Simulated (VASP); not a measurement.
# XPS shifts in LiRu16, part 2 of 3

Which atoms of LiRu16 bind their core electrons more tightly, and does the hole change the order?

VASP 6.6.1, plane waves and PAW; the level of theory is named at each step.

So far. Step 2 (Relaxation): The forces on the free atoms are under 0.05 eV/Å, while the fixed ones keep up to 0.60 eV/Å.

## (3) Initial state

Level of this step: PBE; plane waves and PAW (Li_sv, Ru_pv) (VASP).

The cell without a hole gives, with ICORELEVEL = 1, the Kohn-Sham core levels of the initial state.

The input, INCAR:

```
SYSTEM = LiRu16
PREC = Normal
ENCUT = 500
EDIFF = 1E-05
NELM = 120
ISMEAR = 0
SIGMA = 0.1
LREAL = Auto
ALGO = Fast
GGA = PE
NBANDS = 140
LASPH = .TRUE.
LORBIT = 11
LWAVE = .FALSE.
LCHARG = .FALSE.
KPAR = 2
NCORE = 4
ICORELEVEL = 1
ISIF = 0
LVHAR = .TRUE.
```

The input, POSCAR:

```
LiRu16
1.0
    5.4400000000      0.0000000000      0.0000000000
    2.7200000000      4.7111781966      0.0000000000
    0.0000000000      0.0000000000     23.0700000000
Li Ru
1 16
Direct
    0.3354050178      0.3332873627      0.6958572995
    0.9999542894      0.0000415617      0.6020113459
    0.5034430755      0.9932136836      0.6012033034
    0.9934417900      0.5032910382      0.6012337740
    0.5035088001      0.5034750948      0.6011787166
    0.8336350387      0.3328467275      0.5106793399
    0.3334009771      0.3333181564      0.5114392025
    0.8336158781      0.8335755899      0.5106860000
    0.3328639919      0.8336128180      0.5106735388
    0.0000000000      0.0000000000      0.4178586910
    0.5000000000      0.0000000000      0.4178586910
    0.0000000000      0.5000000000      0.4178586910
    0.5000000000      0.5000000000      0.4178586910
    0.8333333330      0.3333333330      0.3250975290
    0.3333333330      0.3333333330      0.3250975290
    0.8333333330      0.8333333330      0.3250975290
    0.3333333330      0.8333333330      0.3250975290
```

The input, KPOINTS:

```
Automatic mesh
0
Gamma
4 4 1
0 0 0
```

PAW data sets: Li_sv and Ru_pv (PBE family, release 64).

Launch:

```bash
$ mpirun -np 8 vasp_std
```

Log:

```text
[... set-up lines as in an earlier step ...]
 entering main loop
       N       E                     dE             d eps       ncg     rms          rms(c)
DAV:   1     0.237045884603E+04    0.23705E+04   -0.13797E+05  3568   0.151E+03
DAV:   2    -0.657683059092E+02   -0.24362E+04   -0.23503E+04  3000   0.461E+02
DAV:   3    -0.148794312999E+03   -0.83026E+02   -0.77765E+02  3508   0.809E+01
DAV:   4    -0.153007537431E+03   -0.42132E+01   -0.41662E+01  4288   0.128E+01
DAV:   5    -0.153226745965E+03   -0.21921E+00   -0.21870E+00  4480   0.254E+00    0.442E+01
RMM:   6    -0.152766314724E+03    0.46043E+00   -0.32268E+01  2958   0.183E+01    0.290E+01
RMM:   7    -0.267769146064E+03   -0.11500E+03   -0.64840E+01  3528   0.146E+01    0.809E+01
RMM:   8    -0.164107085732E+03    0.10366E+03   -0.20686E+01  3220   0.961E+00    0.335E+01
RMM:   9    -0.147727266721E+03    0.16380E+02   -0.12897E+01  3253   0.889E+00    0.204E+01
RMM:  10    -0.143906642959E+03    0.38206E+01   -0.83704E+00  3090   0.702E+00    0.115E+01
RMM:  11    -0.142200344775E+03    0.17063E+01   -0.14488E+00  3166   0.323E+00    0.447E+00
RMM:  12    -0.142229238457E+03   -0.28894E-01   -0.37276E-01  3594   0.123E+00    0.422E+00
RMM:  13    -0.142174184251E+03    0.55054E-01   -0.11672E-01  3624   0.794E-01    0.342E+00
RMM:  14    -0.142134613865E+03    0.39570E-01   -0.10418E-01  3706   0.732E-01    0.254E+00
RMM:  15    -0.142066668620E+03    0.67945E-01   -0.88500E-02  3770   0.699E-01    0.887E-01
RMM:  16    -0.142058609219E+03    0.80594E-02   -0.34745E-02  3695   0.438E-01    0.906E-01
RMM:  17    -0.142052812610E+03    0.57966E-02   -0.16507E-02  3817   0.300E-01    0.628E-01
RMM:  18    -0.142049280482E+03    0.35321E-02   -0.15254E-02  3986   0.237E-01    0.384E-01
RMM:  19    -0.142049769162E+03   -0.48868E-03   -0.64959E-03  3933   0.167E-01    0.323E-01
RMM:  20    -0.142049603120E+03    0.16604E-03   -0.38806E-03  3950   0.127E-01    0.154E-01
RMM:  21    -0.142050273730E+03   -0.67061E-03   -0.22042E-03  4042   0.887E-02    0.135E-01
RMM:  22    -0.142050737833E+03   -0.46410E-03   -0.13455E-03  4018   0.682E-02    0.681E-02
RMM:  23    -0.142051846808E+03   -0.11090E-02   -0.13239E-03  3947   0.570E-02    0.103E-01
WARNING in EDDRMM: call to ZHEGV failed, returncode =   8  4    101
RMM:  24    -0.142052049278E+03   -0.20247E-03   -0.71042E-04  3732   0.443E-02    0.673E-02
RMM:  25    -0.142052346282E+03   -0.29700E-03   -0.42854E-04  3564   0.299E-02    0.257E-02
RMM:  26    -0.142052805561E+03   -0.45928E-03   -0.35542E-04  3450   0.239E-02    0.269E-02
RMM:  27    -0.142052902259E+03   -0.96698E-04   -0.21304E-04  3054   0.173E-02    0.208E-02
RMM:  28    -0.142053159349E+03   -0.25709E-03   -0.16601E-04  2911   0.144E-02    0.197E-02
WARNING in EDDRMM: call to ZHEGV failed, returncode =   6  3    127
RMM:  29    -0.142053296222E+03   -0.13687E-03   -0.12729E-04  2442   0.120E-02    0.142E-02
WARNING in EDDRMM: call to ZHEGV failed, returncode =   8  4     97
RMM:  30    -0.142053614254E+03   -0.31803E-03   -0.14094E-04  2798   0.117E-02    0.687E-03
RMM:  31    -0.142053738951E+03   -0.12470E-03   -0.10005E-04  2159   0.876E-03    0.690E-03
RMM:  32    -0.142053797216E+03   -0.58266E-04   -0.66797E-05  1934   0.783E-03    0.487E-03
RMM:  33    -0.142053863929E+03   -0.66713E-04   -0.63270E-05  1804   0.730E-03    0.250E-03
RMM:  34    -0.142053882260E+03   -0.18330E-04   -0.49473E-05  1480   0.656E-03    0.182E-03
RMM:  35    -0.142053896535E+03   -0.14275E-04   -0.35424E-05  1327   0.620E-03    0.126E-03
RMM:  36    -0.142053908558E+03   -0.12024E-04   -0.32337E-05  1278   0.616E-03    0.853E-04
RMM:  37    -0.142053918787E+03   -0.10229E-04   -0.28091E-05  1313   0.622E-03    0.690E-04
RMM:  38    -0.142053923998E+03   -0.52104E-05   -0.28249E-05  1098   0.602E-03
   1 F= -.14205392E+03 E0= -.14197742E+03  d E =-.153015E+00
```

It took 2.6 min on 8 MPI ranks of AMD EPYC 7R43, shared host; peak memory 2 GiB; 21 min of CPU time.

Parts of OUTCAR (step 3):

```text
The static configuration has the point symmetry C_1 .

 Found     10 irreducible k-points:

   NELECT =     227.0000    total number of electrons

 the core state eigenenergies are
   1-
   2-  1s -21927.6429  2s  -3147.9558  2p  -2818.4947  3s   -549.6261  3p   -441.3984
       3d   -267.3900  4s    -70.2403
   3-  1s -21927.5580  2s  -3147.8832  2p  -2818.4209  3s   -549.5627  3p   -441.3350
       3d   -267.3263  4s    -70.1999
   4-  1s -21927.5588  2s  -3147.8839  2p  -2818.4215  3s   -549.5632  3p   -441.3354
       3d   -267.3268  4s    -70.1999
   5-  1s -21927.5571  2s  -3147.8825  2p  -2818.4201  3s   -549.5621  3p   -441.3344
       3d   -267.3257  4s    -70.1996
   6-  1s -21927.9310  2s  -3148.3154  2p  -2818.8478  3s   -549.9977  3p   -441.7699
       3d   -267.7643  4s    -70.6420
   7-  1s -21927.9454  2s  -3148.3273  2p  -2818.8600  3s   -550.0043  3p   -441.7765
       3d   -267.7713  4s    -70.6371
   8-  1s -21927.9311  2s  -3148.3154  2p  -2818.8478  3s   -549.9977  3p   -441.7699
       3d   -267.7643  4s    -70.6419
   9-  1s -21927.9310  2s  -3148.3154  2p  -2818.8477  3s   -549.9977  3p   -441.7699
       3d   -267.7643  4s    -70.6421
  10-  1s -21927.9654  2s  -3148.3438  2p  -2818.8770  3s   -550.0161  3p   -441.7883
       3d   -267.7834  4s    -70.6380
  11-  1s -21927.9613  2s  -3148.3390  2p  -2818.8722  3s   -550.0112  3p   -441.7834
       3d   -267.7784  4s    -70.6326
  12-  1s -21927.9612  2s  -3148.3388  2p  -2818.8721  3s   -550.0111  3p   -441.7833
       3d   -267.7783  4s    -70.6325
  13-  1s -21927.9613  2s  -3148.3390  2p  -2818.8722  3s   -550.0113  3p   -441.7835
       3d   -267.7785  4s    -70.6326
  14-  1s -21927.5729  2s  -3147.8757  2p  -2818.4154  3s   -549.5495  3p   -441.3217
       3d   -267.3124  4s    -70.1709
  15-  1s -21927.5826  2s  -3147.8855  2p  -2818.4252  3s   -549.5583  3p   -441.3306
       3d   -267.3214  4s    -70.1779
  16-  1s -21927.5729  2s  -3147.8757  2p  -2818.4153  3s   -549.5494  3p   -441.3217
       3d   -267.3123  4s    -70.1708
  17-  1s -21927.5729  2s  -3147.8757  2p  -2818.4154  3s   -549.5495  3p   -441.3217
       3d   -267.3124  4s    -70.1709

 E-fermi :   2.4417

 k-point     1 :       0.0000    0.0000    0.0000
  band No.  band energies     occupation
    ...
     99       1.3989      2.00000
    100       1.4431      2.00000
    101       1.6289      2.00000
    102       1.6290      2.00000
    103       2.0397      2.00000
    104       2.5465      0.13842
    105       2.5801      0.05030
    106       2.5804      0.04987
    107       2.6008      0.02443
    108       2.6012      0.02410
    ...

 k-point     2 :       0.2500   -0.0000    0.0000
  band No.  band energies     occupation
    ...
    108       2.0856      2.00000
    109       2.0934      2.00000
    110       2.3929      1.50997
    111       2.4421      0.99522
    112       2.4654      0.73769
    113       2.5160      0.29346
    114       2.8140      0.00000
    115       2.9346      0.00000
    116       2.9764      0.00000
    117       3.0288      0.00000
    ...

 POSITION                                       TOTAL-FORCE (eV/Angst)
 -----------------------------------------------------------------------------------
      2.73114      1.57018     16.05343        -0.003400     -0.000344     -0.004934
      5.43986      0.00020     13.88840         0.001175     -0.000925     -0.012744
      5.44027      4.67921     13.86976        -0.000753     -0.024943      0.002255
      6.77327      2.37109     13.87046        -0.024189      0.013687     -0.003072
      4.10854      2.37196     13.86919         0.021797      0.013439      0.003812
      5.44032      1.56810     11.78137         0.000586     -0.007618      0.005326
      2.72033      1.57032     11.79890         0.003113      0.000493      0.023412
      6.80220      3.92712     11.78153         0.006860      0.002372      0.005494
      4.07821      3.92730     11.78124        -0.007059      0.003256      0.003469
      0.00000      0.00000      9.64000        -0.000048      0.000155     -0.510372
      2.72000      0.00000      9.64000         0.000853      0.035918     -0.567486
      1.36000      2.35559      9.64000         0.032134     -0.017911     -0.566950
      4.08000      2.35559      9.64000        -0.030219     -0.017718     -0.567062
      5.44000      1.57039      7.50000        -0.000090     -0.047869      0.529584
      2.72000      1.57039      7.50000        -0.000579      0.000196      0.599995
      6.80000      3.92598      7.50000         0.041494      0.023899      0.529333
      4.08000      3.92598      7.50000        -0.041674      0.023912      0.529938
 -----------------------------------------------------------------------------------
    total drift:                                0.003793     -0.000496     -0.042064

  FREE ENERGIE OF THE ION-ELECTRON SYSTEM (eV)
  ---------------------------------------------------
  free  energy   TOTEN  =      -142.0539239977 eV

  energy  without entropy=     -141.9009093614  energy(sigma->0) =     -141.97741668

 total charge
# of ion       s       p       d       tot
------------------------------------------
    1        2.024   0.035   0.000   2.059
    2        0.381   6.218   5.926  12.525
    3        0.394   6.232   5.948  12.574
    4        0.394   6.232   5.947  12.574
    5        0.394   6.233   5.948  12.575
    6        0.403   6.312   5.947  12.662
    7        0.400   6.309   5.941  12.650
    8        0.403   6.312   5.947  12.662
    9        0.403   6.312   5.947  12.662
   10        0.399   6.303   5.930  12.633
   11        0.397   6.303   5.930  12.630
   12        0.397   6.303   5.930  12.630
   13        0.397   6.303   5.930  12.630
   14        0.380   6.205   5.932  12.517
   15        0.381   6.204   5.931  12.516
   16        0.380   6.205   5.932  12.517
   17        0.380   6.205   5.932  12.517
--------------------------------------------------
tot          8.306 100.227  94.998 203.531

[... 7 parts as in an earlier step ...]

[... 5 further parts left out ...]
```

Numbers from this step:

| Item | Value |
| --- | --- |
| Fermi energy | 2.442 eV |

(Part 2 of 3 ends here.)

[Lines on the potential files, build, host, timing and source positions are cut from VASP's logs without a mark.]

[Logs are printed without paths, hosts, clocks, repeated set-up lines and the standing remarks that a program may print on its own settings, such as how far it seeks lower states.]

[Hosts, paths, dates, database ids (printed as entryN), source tags and the programs' standing remarks are cut or masked in the printed files.]
